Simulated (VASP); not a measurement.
Given:

```
CELL_PARAMETERS angstrom
      1.27743     0.73752     2.08618
     -1.27743     0.73752     2.08618
      0.00000    -1.47505     2.08618
ATOMIC_POSITIONS crystal
  B  0.87500 0.87500 0.87500
  N  0.12500 0.12500 0.12500
```

Computed with r2SCAN meta-GGA, VASP's PBE PAW potentials (set 64) (plane waves; VASP 6.6.1). Run with 520 eV cut-off, 14×14×14 Γ-centred mesh, tetrahedra with Blöchl corrections, potentials B N.

### Question
Give the energies of bands 2 to 7 at the high-symmetry points, in eV from the valence-band maximum.

### Answer

```tsv
band	Γ	T	H2	L	S0	F
2	0.00	-11.10	-7.98	-11.10	-8.49	-9.33
3	0.00	-2.02	-7.25	-2.02	-7.97	-5.11
4	0.00	-2.02	-6.64	-2.02	-4.19	-5.11
5	9.53	10.81	10.34	10.80	7.59	4.98
6	9.53	11.48	14.23	11.48	13.89	9.82
7	9.53	11.48	15.52	11.48	16.87	19.28
```

The gap is indirect, 4.98 eV, from the valence maximum at Γ to the conduction minimum at F.

The structure was generated: BN was put into the alpha-GeTe type (R3m), which need not be its known phase. It was relaxed first, which changed the volume by +7 %. The relaxed cell has space group F-43m.
